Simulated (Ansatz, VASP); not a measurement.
## LiMgF3 in two plane-wave programs

Aim: how closely do two programs agree when they are given the same cell, functional and k mesh? The cell is generated by rule, not measured, and may not be a known phase. The cell is taken from a series of runs on this material, whose earlier steps may have relaxed, scaled, displaced or heated it; both programs get it as it stands.

Main program and level: Ansatz 0.2.0; plane waves, with VASP 6.6.1 beside it; relaxation of cell and atoms at PBEsol.

The structure was built from a prototype and need not be the compound's stable phase.

### 1. Set-up

Symmetry: Pm-3m, No. 221, cubic system. The conventional cell has a = 3.580 Å, b = 3.580 Å, c = 3.580 Å, α = 90.00°, β = 90.00°, γ = 90.00°. Mg has 12 F at 2.53 Å nearest. Nearest to Li lie 6 F at 1.79 Å. Nearest to F lie 2 Li at 1.79 Å and 4 Mg at 2.53 Å. Farther neighbours and most contacts between anions are not listed.

Coordinates:

```xyz
5
Lattice="3.5797 0.0000 0.0000 0.0000 3.5797 0.0000 0.0000 0.0000 3.5797" Properties=species:S:1:pos:R:3 pbc="T T T"
Mg    0.0000    0.0000    0.0000
Li    1.7899    1.7899    1.7899
F     0.0000    1.7899    1.7899
F     1.7899    1.7899    0.0000
F     1.7899    0.0000    1.7899
```

### 2. VASP: relaxation of cell and atoms, PBEsol, pair 1

The relaxed volume is the usual yardstick between codes: in a stiff, nearly cubic crystal its relative difference is about their pressure difference at one cell divided by the bulk modulus.

Lines of VASP's logs that name or quote its potential files are left out, and so is its time.

Contents of INCAR:

```
SYSTEM = LiMgF3
PREC = Accurate
ENCUT = 750
EDIFF = 1E-07
NELM = 120
ISMEAR = 0
SIGMA = 0.02
LREAL = .FALSE.
ALGO = Normal
GGA = PS
NBANDS = 19
LORBIT = 11
LWAVE = .FALSE.
LCHARG = .FALSE.
ISIF = 3
IBRION = 2
NSW = 80
EDIFFG = -0.005
LASPH = .TRUE.
GGA_COMPAT = .FALSE.
NELMIN = 4
EFERMI = MIDGAP
KPAR = 2
```

Contents of POSCAR:

```
LiMgF3
1.0
    3.5797060000      0.0000000000      0.0000000000
    0.0000000000      3.5797060000      0.0000000000
    0.0000000000      0.0000000000      3.5797060000
Mg Li F
1 1 3
Direct
    0.0000000000      0.0000000000      0.0000000000
    0.5000000000      0.5000000000      0.5000000000
    0.0000000000      0.5000000000      0.5000000000
    0.5000000000      0.5000000000      0.0000000000
    0.5000000000      0.0000000000      0.5000000000
```

Contents of KPOINTS:

```
Automatic mesh
0
Gamma
6 6 6
0 0 0
```

The projector-augmented-wave data sets are Mg, Li_sv and F (PBE family, release 64).

Run with:

```sh
mpirun -np 2 vasp_std
```

Numbers of over 12 decimals in the logs are rounded to 6 here.

What it wrote:

```text
[banner, memory and clock lines left out]
running    2 mpi-ranks, on    1 nodes
 distrk:  each k-point on    1 cores,    2 groups
 distr:  one band on    1 cores,    1 groups

 POSCAR found type information on POSCAR MgLiF
 POSCAR found :  3 types and       5 ions
|                                                                             |
|               ----> ADVICE to this user running VASP <----                  |
|                                                                             |
|     You enforced a specific xc type in the INCAR file but a different       |
|     [... a line on the potential file left out ...]
|     I HOPE YOU KNOW WHAT YOU ARE DOING!                                     |
|                                                                             |

 LDA part: xc-table for (Slater+PW92), standard interpolation
 POSCAR, INCAR and KPOINTS ok, starting setup
 FFT: planning ... GRIDC
 FFT: planning ... GRID_SOFT
 FFT: planning ... GRID
 WAVECAR not read
 entering main loop
       N       E                     dE             d eps       ncg     rms          rms(c)
DAV:   1     0.196307805654E+03    0.19631E+03   -0.18393E+04   808   0.183E+03
DAV:   2    -0.141517340503E+02   -0.21046E+03   -0.20443E+03   946   0.375E+02
DAV:   3    -0.257729500697E+02   -0.11621E+02   -0.11592E+02   993   0.819E+01
DAV:   4    -0.266410318803E+02   -0.86808E+00   -0.86761E+00  1242   0.143E+01
DAV:   5    -0.266477727588E+02   -0.67409E-02   -0.67406E-02   939   0.143E+00    0.852E+00
DAV:   6    -0.239398633367E+02    0.27079E+01   -0.67123E+00   816   0.197E+01    0.298E+00
DAV:   7    -0.236563078430E+02    0.28356E+00   -0.18629E-01   861   0.319E+00    0.183E+00
DAV:   8    -0.235061656793E+02    0.15014E+00   -0.18544E-01   853   0.383E+00    0.308E-01
DAV:   9    -0.235059947780E+02    0.17090E-03   -0.89697E-03  1108   0.736E-01    0.120E-01
DAV:  10    -0.235058619557E+02    0.13282E-03   -0.12795E-03   885   0.282E-01    0.427E-02
DAV:  11    -0.235058252921E+02    0.36664E-04   -0.17796E-04   931   0.100E-01    0.106E-02
DAV:  12    -0.235058263645E+02   -0.10724E-05   -0.72167E-06  1026   0.235E-02    0.227E-03
DAV:  13    -0.235058262103E+02    0.15424E-06   -0.24060E-07   886   0.424E-03    0.922E-04
DAV:  14    -0.235058261768E+02    0.33441E-07   -0.33151E-08   514   0.158E-03
   1 F= -.23505826E+02 E0= -.23505826E+02  d E =-.235058E+02
 curvature:   0.00 expect dE= 0.000E+00 dE for cont linesearch  0.000E+00
 trial: gam= 0.00000 g(F)=  0.000E+00 g(S)=  0.129E-03 ort = 0.000E+00 (trialstep = 0.100E+01)
 search vector abs. value=  0.129E-03
 bond charge predicted
       N       E                     dE             d eps       ncg     rms          rms(c)
DAV:   1    -0.235068714279E+02   -0.10452E-02   -0.16298E-02   796   0.117E+00    0.254E-01
DAV:   2    -0.235059235634E+02    0.94786E-03   -0.38370E-03   799   0.503E-01    0.356E-02
DAV:   3    -0.235059104919E+02    0.13072E-04   -0.52301E-05   834   0.644E-02    0.217E-02
DAV:   4    -0.235059024761E+02    0.80158E-05   -0.86537E-06  1138   0.285E-02    0.212E-03
DAV:   5    -0.235059025587E+02   -0.82558E-07   -0.52689E-07   817   0.647E-03
   2 F= -.23505903E+02 E0= -.23505903E+02  d E =-.763818E-04
 trial-energy change:   -0.000076  1 .order   -0.000078   -0.000129   -0.000027
 step:   1.3072(harm=  1.2651)  dis= 0.00000  next Energy=   -23.505907 (dE=-0.805E-04)
 reached required accuracy - stopping structural energy minimisation
```

OUTCAR, selected parts (step 2):

```text
ion  position               nearest neighbor table
   1  0.000  0.000  0.000-   3 2.53   4 2.53   5 2.53   3 2.53   5 2.53   3 2.53   4 2.53   3 2.53
                             4 2.53   5 2.53   5 2.53   4 2.53   2 3.10   2 3.10   2 3.10   2 3.10
   2  0.500  0.500  0.500-   3 1.79   4 1.79   5 1.79   4 1.79   5 1.79   3 1.79   1 3.10   1 3.10
                             1 3.10   1 3.10   1 3.10   1 3.10   1 3.10   1 3.10
   3  0.000  0.500  0.500-   2 1.79   2 1.79   1 2.53   1 2.53   1 2.53   1 2.53
   4  0.500  0.500  0.000-   2 1.79   2 1.79   1 2.53   1 2.53   1 2.53   1 2.53
   5  0.500  0.000  0.500-   2 1.79   2 1.79   1 2.53   1 2.53   1 2.53   1 2.53

  LATTYP: Found a simple cubic cell.
 ALAT       =     3.5797060000

 Subroutine GETGRP returns: Found 48 space group operations
 (whereof 48 operations were pure point group operations)

The static configuration has the point symmetry O_h .

 Found     20 irreducible k-points:

   k-points           NKPTS =     20   k-points in BZ     NKDIM =     20   number of bands    NBANDS=     19

   dimension x,y,z NGX =    32 NGY =   32 NGZ =   32
   dimension x,y,z NGXF=    64 NGYF=   64 NGZF=   64

   ENCUT  =  750.0 eV  55.12 Ry    7.42 a.u.   7.99  7.99  7.99*2*pi/ulx,y,z

   NELECT =      26.0000    total number of electrons

 k-points in reciprocal lattice and weights: Automatic mesh
   0.00000000  0.00000000  0.00000000       0.005
   0.16666667  0.00000000  0.00000000       0.028
   0.33333333  0.00000000  0.00000000       0.028
   0.50000000  0.00000000  0.00000000       0.014
   0.16666667  0.16666667  0.00000000       0.056
   0.33333333  0.16666667  0.00000000       0.111
   0.50000000  0.16666667  0.00000000       0.056
   0.33333333  0.33333333  0.00000000       0.056
   0.50000000  0.33333333  0.00000000       0.056
[...]
0.50000000  0.50000000  0.33333333       0.028
   0.50000000  0.50000000  0.50000000       0.005

 average (electrostatic) potential at core
       1 -39.3818       2 -58.0832       3 -75.7398       4 -75.7398       5 -75.7398

 E-fermi :   2.2474

 k-point     1 :       0.0000    0.0000    0.0000
  band No.  band energies     occupation
    ...
      9      -0.6042      2.00000
     10      -0.6042      2.00000
     11       0.1328      2.00000
     12       0.1328      2.00000
     13       0.1328      2.00000
     14       4.1022      0.00000
     15      12.7439      0.00000
     16      12.7439      0.00000
     17      15.0923      0.00000
     18      15.0923      0.00000
    ...

 k-point     2 :       0.1667    0.0000    0.0000
  band No.  band energies     occupation
    ...
      9      -0.7015      2.00000
     10      -0.7015      2.00000
     11      -0.2285      2.00000
     12       0.0533      2.00000
     13       0.0533      2.00000
     14       4.7715      0.00000
     15      11.8141      0.00000
     16      13.1952      0.00000
     17      14.7062      0.00000
     18      14.7062      0.00000
    ...

 k-point     3 :       0.3333    0.0000    0.0000
  band No.  band energies     occupation
    ...
      9      -1.0192      2.00000
     10      -0.9559      2.00000
     11      -0.7863      2.00000
     12      -0.0500      2.00000
     13      -0.0500      2.00000
     14       6.2384      0.00000
     15      10.1410      0.00000
     16      14.1474      0.00000
     17      14.1474      0.00000
     18      14.1846      0.00000
    ...

  Total       -0.0140018     -0.0140018     -0.0140018      0.0000000      0.0000000     -0.0000000
  in kB       -0.4899947     -0.4899947     -0.4899947      0.0000000      0.0000000     -0.0000000
  external PRESSURE =      -0.4899947 kB  Pullay stress =       0.0000000 kB

  energy-cutoff  :      750.00
  volume of cell :       45.78
      direct lattice vectors                 reciprocal lattice vectors
     3.577398010  0.000000000 -0.000000000     0.279532777  0.000000000 -0.000000000
    -0.000000000  3.577398010 -0.000000000    -0.000000000  0.279532777  0.000000000
     0.000000000 -0.000000000  3.577398010     0.000000000  0.000000000  0.279532777

 POSITION                                       TOTAL-FORCE (eV/Angst)
 -----------------------------------------------------------------------------------
      0.00000      0.00000      0.00000        -0.000000      0.000000      0.000000
      1.78870      1.78870      1.78870        -0.000000      0.000000      0.000000
      0.00000      1.78870      1.78870         0.000000     -0.000000      0.000000
      1.78870      1.78870     -0.00000        -0.000000      0.000000      0.000000
      1.78870      0.00000      1.78870         0.000000     -0.000000      0.000000
 -----------------------------------------------------------------------------------
    total drift:                                0.000000     -0.000000     -0.000000

  FREE ENERGIE OF THE ION-ELECTRON SYSTEM (eV)
  ---------------------------------------------------
  free  energy   TOTEN  =       -23.5059025587 eV

  energy  without entropy=      -23.5059025587  energy(sigma->0) =      -23.50590256

 reached required accuracy - stopping structural energy minimisation

 total charge
# of ion       s       p       d       tot
------------------------------------------
    1        0.067   0.058   0.021   0.147
    2        2.048   0.112   0.000   2.160
    3        1.729   4.387   0.000   6.116
    4        1.729   4.387   0.000   6.116
    5        1.729   4.387   0.000   6.116
--------------------------------------------------
tot          7.304  13.331   0.021  20.657

[... 3 further parts left out ...]
```

The run keeps the 48 symmetry operations of its start, so it cannot find a distortion of lower symmetry.

### 3. Ansatz: relaxation of cell and atoms, PBEsol, pair 1

Ansatz runs on its default PAW (the set named soft_2) files.

The same cell, functional, mesh and smearing now go to Ansatz, which takes its cutoff from its data sets.

Contents of input.yaml:

```yaml
crystal:
  lattice:
    - [3.5797056922, 0.0, 0.0]
    - [0.0, 3.5797056922, 0.0]
    - [0.0, 0.0, 3.5797056922]
  atoms:
    - { symbol: Mg, position: [0.0, 0.0, 0.0] }
    - { symbol: Li, position: [0.5, 0.5, 0.5] }
    - { symbol: F, position: [0.0, 0.5, 0.5] }
    - { symbol: F, position: [0.5, 0.5, 0.0] }
    - { symbol: F, position: [0.5, 0.0, 0.5] }
kpoints:
  mp_grid: { grid: [6, 6, 6] }
hamiltonian:
  xc: pbesol
scf:
  occupations: { method: gaussian, width: 0.02 }
output:
  forces: true
  stress: true
  eigenvalues: true
relax:
  adjacent_minimum: "off"
  f_tol: 0.005
  max_steps: 80
  cell: { stress_tol: 0.05 }
```

Run with:

```sh
ansatz run input.yaml --threads 4 --pin off --max-ram 7168MiB --backend cpu --events-out ev --progress --plain --runs-dir out
```

What it wrote:

```text
Engine: ansatz 0.2.0, aarch64-unknown-linux-gnu
Pseudopotentials: kind: paw
Pseudopotential: Mg, paw, valence charge 10, recommended cutoff 420 eV (normal), Mg.paw.azcp
Pseudopotential: Li, paw, valence charge 3, recommended cutoff 420 eV (normal), Li.paw.azcp
Pseudopotential: F, paw, valence charge 7, recommended cutoff 420 eV (normal), F.paw.azcp
Functional definition: PBEsol
  exchange = pbesol_x
  correlation = pbesol_c
Crystal: 5 atoms, lattice volume = 45.871 Å³
Basis set: ecut = 420 eV, 895 PW (Γ), exchange–correlation on 48×48×48 points (8 copies of the dense FFT grid, shifted against one another)
Bands: 22, of which v1, the nominal top of the filled ones, is band 17 counted from 1 (16 counted from 0)
Symmetry: 48 space group operations
Space group: Pm-3m (ITA 221), of the structure as read, at distance tolerance 3.6e-5 Å
k-points: 20 of 216
Non-local potential: Mg, projectors of the file, l = 0: 3, l = 1: 2, l = 2: 1
Non-local potential: Li, projectors of the file, l = 0: 3, l = 1: 2, l = 2: 1
Non-local potential: F, projectors of the file, l = 0: 2, l = 1: 2, l = 2: 1
PAW form: soft (Blöchl's): semilocal exchange-correlation on the pseudo side does not see the compensation charge
PAW frozen core: Mg, regenerated for the run's functional, and the local potential with it (the file was generated under x = pbe(κ = 0.804, μ = 0.219515), c = pbe(β = 0.066725))
PAW frozen core: F, regenerated for the run's functional, and the local potential with it (the file was generated under x = pbe(κ = 0.804, μ = 0.219515), c = pbe(β = 0.066725))
PAW one-centre angular grid: Mg, 110 points (default); XC on 64 Gauss nodes
PAW one-centre angular grid: Li, 110 points (default); XC on 64 Gauss nodes
PAW one-centre angular grid: F, 110 points (default); XC on 64 Gauss nodes
Initial density: superposition of atomic densities (neutral atoms: chi_scale 0, normalization atom), corrected by the library's trained network
Initial wavefunctions: pseudopotential atomic-orbital guess
Functional: x = pbesol(κ = 0.804, μ = 0.123457), c = pbesol(β = 0.046)
SCF iter   1: F=—  HF=-4521.922633 eV  |F-HF|=—  |Δ(HF+E_count)|=         —  Δρ=1.70e-2  dr2=8.13e-2  ethr=1.77e-3  ⟨swp⟩=6.1  Hψ=2008  notcnv=0
preconditioner: auto → Resta (q_TF=auto, 2.595 Å⁻¹)  ε∞=3.3  [insulator: Δε(μ)=3.531 eV  Ē_g=17.602 eV  σ=0.020 eV  W_gap=1.00  n_scr=18 (ndim 8)  ℏωp=26.9 eV  f_vac=0.000  D(μ)=0.00/eV (n_scr^D=0)  ε∞_Penn≈3.3]
SCF iter   2: F=—  HF=-4521.897403 eV  |F-HF|=—  |Δ(HF+E_count)|=   2.52e-2  Δρ=2.86e-3  dr2=1.33e-3  ethr=2.39e-4  ⟨swp⟩=2.1  Hψ=874  notcnv=0  defer=20
SCF iter   3: F=—  HF=-4521.897314 eV  |F-HF|=—  |Δ(HF+E_count)|=   8.88e-5  Δρ=1.38e-3  dr2=5.24e-4  ethr=3.91e-6  ⟨swp⟩=2.0  Hψ=617  notcnv=0  defer=20
SCF iter   4: F=—  HF=-4521.897334 eV  |F-HF|=—  |Δ(HF+E_count)|=   2.02e-5  Δρ=5.31e-4  dr2=9.05e-5  ethr=1.54e-6  ⟨swp⟩=1.9  Hψ=611  notcnv=0  defer=20
SCF iter   5: F=—  HF=-4521.898178 eV  |F-HF|=—  |Δ(HF+E_count)|=   8.43e-4  Δρ=9.44e-5  dr2=4.87e-6  ethr=2.66e-7  ⟨swp⟩=2.5  Hψ=757  notcnv=0  defer=20
SCF iter   6: F=—  HF=-4521.898176 eV  |F-HF|=—  |Δ(HF+E_count)|=   1.06e-6  Δρ=1.27e-5  dr2=1.01e-7  ethr=1.43e-8  ⟨swp⟩=2.0  Hψ=601  notcnv=0  defer=20
SCF iter   7: F=-4521.898176 eV  HF=-4521.898176 eV  |F-HF|=2.33e-9  |Δ(HF+E_count)|=   2.37e-8  Δρ=3.16e-6  dr2=1.67e-9  ethr=2.94e-10  ⟨swp⟩=8.2  Hψ=1915  notcnv=0
SCF 1 converged in 7 iterations: F = -4521.898176 eV  dr2 = 1.67e-9
  greatest PAW one-centre occupation: 1.001 electrons in one spin orbital (limit 2), on the Li atom at site 1 (counted from 0), in its partial waves of l = 0
relax step   1: F+E_penalty+E_count = -4521.89817645 eV  Δ(F+E_penalty+E_count) = +0.000e0 eV  max|allowed force component| = 2.309e-29 eV/Å  Δτ_max = 0.0000 Å  P = +0.105 GPa  Ω = 45.871 Å³  (7 SCF iters, dr2 threshold 1.00e-7 eV, accepted)
[...]
relax step   2: F+E_penalty+E_count = -4521.89806964 eV  Δ(F+E_penalty+E_count) = +1.068e-4 eV  max|allowed force component| = 1.582e-29 eV/Å  Δτ_max = 0.0000 Å  P = +0.056 GPa  Ω = 45.893 Å³  energy of the carried Pulay correction = -1.175e-4 eV  (4 SCF iters, dr2 threshold 2.73e-8 eV, accepted)
[...]
relax step   3: F+E_penalty+E_count = -4521.89793904 eV  Δ(F+E_penalty+E_count) = +1.306e-4 eV  max|allowed force component| = 3.516e-29 eV/Å  Δτ_max = 0.0000 Å  P = +0.000 GPa  Ω = 45.917 Å³  energy of the carried Pulay correction = -2.523e-4 eV  (4 SCF iters, dr2 threshold 7.81e-9 eV, accepted)
[...]
relax step   4: F+E_penalty+E_count = -4521.89793904 eV  Δ(F+E_penalty+E_count) = -7.813e-10 eV  max|allowed force component| = 4.360e-29 eV/Å  Δτ_max = 0.0000 Å  P = +0.010 GPa  Ω = 45.917 Å³  stress off target by 1.04e-2 GPa  SCF on the basis re-selected at this cell (its energy is not comparable with the rows above)  (6 SCF iters)
basis re-selected at this cell: Δ(F+E_penalty+E_count) = -7.813e-10 eV, ΔP = +0.010 GPa vs the last step (what re-selecting the basis moved, of the pressure what is left beyond the Pulay correction that the steps carried, after the strain that the cell walked since its last selection, with what the two solves' SCF thresholds leave and, on support functions, any second-order correction that the steps lacked; it is no  [...]
SCF converged after 6 iterations
Free energy (F): -4521.897939 eV
Harris-Foulkes:  -4521.897939 eV  (|F-HF|=8.19e-12)
Internal energy: -4521.897939 eV  (E = F + TS)
E sigma→0 (E₀):  -4521.897939 eV
Fermi energy:    5.564594 eV
--- Per-component energies (eV) ---
  E_band       = -496.115503
  E_kinetic    = 722.209338
  E_local      = -2994.758852  (includes V_loc(G=0)·N_el)
  E_nonlocal   = 284.504081
  E_hartree    = 1044.936856
  E_xc         = -277.387041
  E_vxc        = -358.209051  (∫ρ·V_xc dr)
  E_paw        = -883.877725  (= ΣΔE_a)
  E_vpaw       = -239.740817  (= ΣTr[D̂ρ^β])
  E_aug_tail   = 0.006183  (compensation charges beyond the density's cutoff)
  E_ewald      = -2417.716969
  E_core_change = 0.186190  (= ΣΔE_core)
  E_smearing   = -0.000000  (= −TS)
  E_closure    = 0.000000  (closes the sum)
  Σ components = -4521.897939   (vs F -4521.897939, Δ=0.00e0)
--- Forces (eV/Å), atoms counted from 1 ---
  atom   1  Mg    -0.00000000     0.00000000     0.00000000
  atom   2  Li    -0.00000000    -0.00000000     0.00000000
  atom   3  F      0.00000000     0.00000000    -0.00000000
  atom   4  F     -0.00000000     0.00000000    -0.00000000
  atom   5  F     -0.00000000    -0.00000000    -0.00000000
  max |Σ_I F_I| component: 7.65e-29 eV/Å
--- Stress (GPa, compression-positive) ---
        0.010434      -0.000000       0.000000
       -0.000000       0.010434       0.000000
        0.000000       0.000000       0.010434
  P = ⅓ Tr σ = 0.0104 GPa (0.104 kbar)
--- Band table (eV; the first three rows and the last of 20) ---
  k-point 0: bands = [... 13 lower, 2.7016, 3.4354, 3.4354, 3.4354, 7.4343, 16.0548, 16.0548, 18.4157, ... 1 higher]
  k-point 1: bands = [... 13 lower, 2.6053, 3.0767, 3.3560, 3.3560, 8.0995, 15.1300, 16.5036, 18.0325, ... 1 higher]
  k-point 2: bands = [... 13 lower, 2.3534, 2.5209, 3.2527, 3.2527, 9.5611, 13.4604, 17.4773, 17.4773, ... 1 higher]
  k-point 19: bands = [... 13 lower, 3.5209, 3.6947, 3.6947, 3.6947, 10.2575, 15.9858, 15.9858, 15.9858, ... 1 higher]
--- Relaxed structure (3 steps of the walk, 3 accepted, 1 SCFs on fresh bases) ---
  F+E_penalty+E_count = -4521.89793904 eV   max|allowed force component| = 4.360e-29 eV/Å   (the final SCF, on the basis selected at the relaxed cell)
  cell:  # Å, volume = 45.9171 Å³
    - [3.580893, 0, 0]
    - [0, 3.580893, 0]
    - [0, 0, 3.580893]
  atoms:
    - { symbol: Mg, position: [0, 0, 0] }
    - { symbol: Li, position: [0.500000, 0.500000, 0.500000] }
    - { symbol: F, position: [0, 0.500000, 0.500000] }
    - { symbol: F, position: [0.500000, 0.500000, 0] }
    - { symbol: F, position: [0.500000, 0, 0.500000] }
```

### 4. Comparison

Known differences besides the potentials themselves: the data sets hold 34 valence electrons in Ansatz (on its default PAW (the set named soft_2) files) and 26 in VASP; the cutoff is 420 eV in Ansatz and 750 eV in VASP; Ansatz makes its cores anew for this functional, VASP keeps those of its PBE data sets; Ansatz adds a Pulay correction to the stress that steers its cell, VASP none. Total energies have different zeros and are not compared.

Compared:

```csv
quantity,Ansatz,VASP,difference
volume (Å³),45.92,45.78,+0.29 %
"edge a after relaxation, in the typed setting (Å)",3.581,3.577,+0.10 %
```

(Part 1 of 2 ends here.)

[Lines on the potential files, build, host, timing and source positions are cut from VASP's logs without a mark.]

[Logs are printed without paths, hosts, clocks, repeated set-up lines and the standing remarks that a program may print on its own settings, such as how far it seeks lower states.]

[Hosts, paths, dates, database ids (printed as entryN), source tags and the programs' standing remarks are cut or masked in the printed files.]
